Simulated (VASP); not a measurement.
Consider the following.

```
CELL_PARAMETERS angstrom
      5.70451     0.00000     0.00000
      0.00000     4.57650     0.00000
      0.00000     0.00000    10.01250
ATOMIC_POSITIONS crystal
  Ge 0.63792 0.25000 0.62430
  Ge 0.13792 0.25000 0.87570
  Ge 0.36208 0.75000 0.37570
  Ge 0.86208 0.75000 0.12430
  Se 0.56454 0.25000 0.88195
  Se 0.06454 0.25000 0.61805
  Se 0.43546 0.75000 0.11805
  Se 0.93546 0.75000 0.38195
  Se 0.56698 0.25000 0.36425
  Se 0.06698 0.25000 0.13575
  Se 0.43302 0.75000 0.63575
  Se 0.93302 0.75000 0.86425
```

Method: PBEsol GGA, VASP's PBE PAW potentials (set 64) (plane waves; VASP). Numerical set-up: 400 eV cut-off, Gaussian smearing of 0.050 eV, potentials Ge_d Se.

Question: Estimate the band gap (along the path) with the smallest direct gap where there is one.

Answer: 
The band gap (along the path) is none (metal, semimetal or under 0.01 eV).

Only differences to runs with the same potentials and settings are physical.

The structure was generated: GeSe2 was put into the cotunnite type (Pnma), which need not be its known phase. It was relaxed first, which changed the volume by +25 %.
